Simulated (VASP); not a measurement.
The input files of a VASP run:

**KPOINTS**
```
kpoints
0
gamma
  8 8 4
0 0 0
```

INCAR:
```
! general
SYSTEM     = ZrS2
PREC       = Accurate
ENCUT      = 400
LREAL      = F
LASPH      = T

! electronic loop
EDIFF      = 1E-6
NELM       = 100
ALGO       = Normal
LMAXMIX    = 4

! smearing
ISMEAR     = 0
SIGMA      = 0.05

! functional
GGA        = PE
GGA_COMPAT = F

! spin
MAGMOM     = 9*0
LSORBIT    = T

! ions
ISIF       = 2

! output
LWAVE      = F
LCHARG     = F
```

POSCAR:
```
ZrS2
1
    1.8300000000    -3.1696530000     0.0000000000
    1.8300000000     3.1696530000     0.0000000000
    0.0000000000     0.0000000000     5.8200000000
Zr S
1 2
Direct
  0.0000000000   0.0000000000   0.0000000000
  0.3333330000   0.6666670000   0.2500000000
  0.6666670000   0.3333330000   0.7500000000
```

POTCAR, in this order: Zr_sv S (PBE.64 set). Program: vasp_ncl.

Q: Write an equivalent input for Quantum ESPRESSO's pw.x.

A: One equivalent input (not run):
```
&CONTROL
  calculation = 'scf'
  pseudo_dir = './pseudo'
  outdir = './out'
  tprnfor = .true.
  tstress = .true.
/
&SYSTEM
  ibrav = 0
  nat = 3
  ntyp = 2
  ecutwfc = 66
  occupations = 'smearing'
  smearing = 'gaussian'
  degauss = 0.003675
  input_dft = 'pbe'
  noncolin = .true.
  lspinorb = .true.
/
&ELECTRONS
  conv_thr = 7.3e-08
  electron_maxstep = 100
/
ATOMIC_SPECIES
  Zr 91.224 Zr.upf
  S 32.060 S.upf
CELL_PARAMETERS angstrom
     1.8300000   -3.1696530    0.0000000
     1.8300000    3.1696530    0.0000000
     0.0000000    0.0000000    5.8200000
ATOMIC_POSITIONS crystal
  Zr   0.0000000  0.0000000  0.0000000
  S    0.3333330  0.6666670  0.2500000
  S    0.6666670  0.3333330  0.7500000
K_POINTS automatic
  8 8 4 0 0 0
```
The two are equivalent in intent, not identical: the potentials are each code's own (VASP's PAW set, PseudoDojo norm-conserving files, fully relativistic, in pw.x), so ENCUT and ecutwfc are chosen apart and not converted; conv_thr bounds pw.x's estimated SCF error, while EDIFF bounds the energy change between steps.

The compound is ZrS2 in the 1T layered structure. The cell was not relaxed at this level. The run is one of a series of settings (GGA_COMPAT = .FALSE., LSORBIT = .TRUE., MAGMOM = 0 0 0 0 0 0 0 0 0, program vasp_ncl against the base run), some of them coarse on purpose.
